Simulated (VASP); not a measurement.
Input:

```
PbI2
1.0
    2.27288    -3.93674     0.00000
    2.27288     3.93674     0.00000
    0.00000     0.00000     6.97751
Pb I
1 2
Direct
  0.00000   0.00000   0.00000
  0.33333   0.66667   0.27181
  0.66667   0.33333   0.72819
```

These are PBE GGA with D4 dispersion, VASP's PBE PAW potentials (set 64) (plane waves; VASP) values and carry that method's errors. Settings: 520 eV cut-off, Gaussian smearing of 0.050 eV, potentials Pb_d I.

Unless said otherwise, spin-orbit coupling is left out, though it shifts the bands of the heavy elements here.

Problem. Predict the band gap (along the path) with the smallest direct gap where there is one.

Solution. 
```json
{
  "band gap (along the path)": "2.18 eV",
  "smallest direct gap (along the path)": "2.18 eV"
}
```

Total energies compare only between runs with the same potentials, cut-off and functional.

The compound is PbI2 in the 1T layered structure. It was relaxed first.
